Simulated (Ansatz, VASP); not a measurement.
**Two plane-wave programs on Be3B2Se**

```
Be B Se
1.0
     3.90061    0.00000    0.00000
    -1.95030    3.37802    0.00000
     0.00000    0.00000    4.94371
Be B Se
3 2 1
Direct
  0.33333 0.66667 0.50000
  0.66667 0.33333 0.50000
  0.00000 0.00000 0.50000
  0.33333 0.66667 0.00000
  0.66667 0.33333 0.00000
  0.00000 0.00000 0.00000
```

Alike in both runs: functional PBE; k mesh 12 × 12 × 8; occupations gaussian, width 0.1 eV; no spin polarisation.

Ansatz relaxed the structure, and its values are those at the end. VASP's run is a single point on that final structure, the one shown.

|  | VASP | Ansatz |
| --- | --- | --- |
| version | VASP 6.6.1 | Ansatz 0.2.0 |
| potentials or method | VASP PAW PBE potentials, release 64 (Be, B, Se) | scalar-relativistic, plane waves, PAW |
| plane-wave cutoff (eV) | 520 | 420 |
| valence electrons in the cell | 18 | 28 |

```tsv
	VASP	Ansatz	Ansatz less VASP
gap on the k mesh at the Fermi level (eV)	none	none	-
pressure (GPa)	0.1	0.0	-0.10
```

A gap of «none» marks a metal or a gap that the smearing closes. With one functional, cell and mesh, what is left measures potentials, basis and numerics. The two sets of potentials don't hold the same shells in valence.
